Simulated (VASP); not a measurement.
Here is the system:

```yaml
crystal:
  lattice:
    - [0.00000, 3.04036, 3.04036]
    - [3.04036, 0.00000, 3.04036]
    - [3.04036, 3.04036, 0.00000]
  atoms:
    - { symbol: Cu, position: [0.00000, 0.00000, 0.00000] }
    - { symbol: I, position: [0.25000, 0.25000, 0.25000] }
```

The numbers are results of PBE GGA, VASP's PBE PAW potentials (set 64) (plane waves; VASP), not measurements. Settings: 520 eV cut-off, Gaussian smearing of 0.050 eV, potentials Cu I.

Unless said otherwise, spin-orbit coupling is left out, though it shifts the bands of the heavy elements here.

Q: Give the energies of bands 2 to 12 at the high-symmetry points, in eV from the valence-band maximum.

A: 
```
band      Γ      X      U      L      W
----  -----  -----  -----  -----  -----
2     -3.60  -5.51  -5.21  -5.53  -5.06
3     -3.60  -3.71  -4.35  -3.58  -4.48
4     -3.60  -3.71  -3.65  -3.58  -3.80
5     -1.81  -1.84  -1.94  -1.79  -1.88
6     -1.81  -1.76  -1.79  -1.79  -1.86
7      0.00  -1.73  -1.68  -1.74  -1.73
8      0.00  -1.47  -1.48  -0.69  -1.57
9      0.00  -1.47  -1.22  -0.69  -1.23
10     1.12   2.73   3.10   2.15   4.46
11     4.88   2.91   4.61   5.41   4.65
12     4.88   9.13   7.50   5.41   6.01
```

The gap is direct, 1.12 eV, from the valence maximum at Γ to the conduction minimum at Γ.

Measured: gap 3.12 eV (computed value off by -2.00 eV), as given by Abedi et al., (2022), arXiv:2211.14644.

The compound is CuI in the zinc blende structure. It was relaxed first.
